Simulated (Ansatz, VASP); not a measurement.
Two plane-wave programs on Nb3Ag

POSCAR

```
Nb3Ag
1.0
    5.0050731000      0.0000000000      0.0000000000
    0.0000000000      5.0050731000      0.0000000000
    0.0000000000      0.0000000000      5.0050731000
Ag Nb
1 3
Direct
    0.0000000000      0.0000000000      0.0000000000
    0.5000000000      0.0000000000      0.5000000000
    0.0000000000      0.5000000000      0.5000000000
    0.5000000000      0.5000000000      0.0000000000
```

INCAR.step1

```
SYSTEM = Nb3Ag
  PREC = Accurate
  ENCUT = 600
  ISMEAR = -1
  SIGMA = 0.05
  LREAL = .FALSE.
  LASPH = .TRUE.
  NELM = 100
  GGA = PE
  ALGO = Normal
  EDIFF = 1E-4
  LWAVE = .TRUE.
  LCHARG = .FALSE.
```

Contents of INCAR.step2:

```
SYSTEM = Nb3Ag
  PREC = Accurate
  ENCUT = 600
  EDIFF = 1E-6
  ISMEAR = -1
  SIGMA = 0.05
  LREAL = .FALSE.
  LASPH = .TRUE.
  NELM = 100
  ALGO = Normal
  ISIF = 3
  LWAVE = .FALSE.
  LCHARG = .FALSE.
  METAGGA = R2SCAN
  LMIXTAU = .TRUE.
  IBRION = 2
  NSW = 60
  EDIFFG = -0.01
  ISTART = 1
```

The input KPOINTS:

```
Automatic mesh
0
G
  6 6 6
  0 0 0
```

Input for Ansatz:

```yaml
crystal:
  lattice:
    - [5.0050731, 0.0, 0.0]
    - [0.0, 5.0050731, 0.0]
    - [0.0, 0.0, 5.0050731]
  atoms:
    - { symbol: Ag, position: [0.0, 0.0, 0.0] }
    - { symbol: Nb, position: [0.5, 0.0, 0.5] }
    - { symbol: Nb, position: [0.0, 0.5, 0.5] }
    - { symbol: Nb, position: [0.5, 0.5, 0.0] }
  symmetry: { tolerance: 0.0003 }
kpoints:
  mp_grid: { grid: [6, 6, 6], shift: [0, 0, 0] }
magnetization:
  spin_polarized: false
scf:
  occupations: { method: fermi_dirac, width: 0.05 }
  lower_state_search: "off"
hamiltonian:
  pseudopotentials: { kind: paw }
  xc: r2scan
basis:
  ecutwfc: 500
  fft_grid_basis: typed
relax:
  max_steps: 40
  cell: { p_target: 0.0 }
output:
  forces: true
  stress: true
  eigenvalues: true
  bader: true
  populations: true
  elf: true
  write_potential: true
  volumetric_format: npy
  dos:
    e_range: [-12, 8]
    de: 0.05
    projected: { site_lists: { Ag: [Ag], Nb: [Nb] } }
checkpoint:
  read: saved_state
```

The cell was built by a generator and needn't be a form met in nature.

Alike in both runs: task relaxation of cell and atoms; functional r2SCAN; k mesh 6 × 6 × 6; occupations fermi-dirac, width 0.05 eV; no spin polarisation.

|  | VASP | Ansatz |
| --- | --- | --- |
| version | VASP 6.6.1 | Ansatz 0.2.0 |
| potentials or method | VASP PAW PBE potentials, release 64 (Ag, Nb_sv) | PAW plane waves |
| plane-wave cutoff (eV) | 600 | 500 |
| valence electrons in the cell | 50 | 58 |

```csv
,VASP,Ansatz,Ansatz less VASP
relaxed volume (Å³/atom),17.75,17.76,+0.009
relaxed cell length with the largest relative difference (Å),4.141,4.141,+0.0007
energy change over the relaxation (meV/atom),-1955,-1952,+2.6
```

The two sets of potentials don't hold the same shells in valence.

Caveats: the volume moved by over 15 % at a fixed basis, so the end points are rough (VASP); the PAW data sets were made with another functional, which shifts forces and pressure a little (VASP).
